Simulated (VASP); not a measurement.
An input for Quantum ESPRESSO's pw.x (written as the equivalent of a VASP run, and not itself run):

```
&CONTROL
  calculation = 'vc-relax'
  pseudo_dir = './pseudo'
  outdir = './out'
  tprnfor = .true.
  tstress = .true.
  nstep = 60
  forc_conv_thr = 0.00078
/
&SYSTEM
  ibrav = 0
  nat = 4
  ntyp = 2
  ecutwfc = 84
  occupations = 'smearing'
  smearing = 'gaussian'
  degauss = 0.003675
  input_dft = 'pbesol'
/
&ELECTRONS
  conv_thr = 7.3e-08
  electron_maxstep = 100
/
&IONS
/
&CELL
/
ATOMIC_SPECIES
  Cs 132.905 Cs.upf
  O 15.999 O.upf
CELL_PARAMETERS angstrom
    -2.1410706    3.1883430    3.7209974
     2.1410706   -3.1883430    3.7209974
     2.1410706    3.1883430   -3.7209974
ATOMIC_POSITIONS crystal
  Cs   0.2545963  0.2545963  1.0000000
  Cs   0.7454037  0.7454037  1.0000000
  O    0.6170587  0.0000000  0.6170587
  O    0.3829413  0.0000000  0.3829413
K_POINTS automatic
  6 6 6 0 0 0
```

Problem. Write the VASP files for the same calculation (PBEsol).

Solution. One answer among several that fit: 
POSCAR:
```
Cs2O2
1.0
 -2.1410706419   3.1883429674   3.7209973990
  2.1410706419  -3.1883429674   3.7209973990
  2.1410706419   3.1883429674  -3.7209973990
Cs O
2 2
Cartesian
  2.1410706419   3.1883429674  -1.8262927782
  2.1410706419   3.1883429674   1.8262927782
  0.0000000000   3.9347895830  -0.0000000000
 -0.0000000000   2.4418963518   0.0000000000
```

KPOINTS:
```
Automatic mesh
0
Gamma
6 6 6
0 0 0
```

INCAR:
```
! general
SYSTEM =Cs2O2
PREC   =Accurate
ENCUT  =520
LREAL  =.False.
LASPH  =.True.

! electronic loop
EDIFF  =1E-6
NELM   =100
ALGO   =Normal
LMAXMIX=4

! smearing
ISMEAR =0
SIGMA  =0.05

! functional
GGA    =PS

! ions
IBRION =2
NSW    =60
ISIF   =3
EDIFFG =-0.02

! output
LWAVE  =.False.
LCHARG =.False.
```

POTCAR, in this order: Cs_sv O (PBE.64 set). Program: vasp_std.

What does not carry over: the potentials are each code's own (VASP's PAW set, PseudoDojo norm-conserving files in pw.x), so ENCUT and ecutwfc are chosen apart and not converted; conv_thr bounds pw.x's estimated SCF error, while EDIFF bounds the energy change between steps; forc_conv_thr acts on force components and is met together with etot_conv_thr.

The structure comes from a computed database's Cs2O2 entry (Immm); how it stands against other phases isn't given here. This run relaxes it. Symmetry was kept, so distortions that lower it aren't found. The start is the result of an earlier pass.
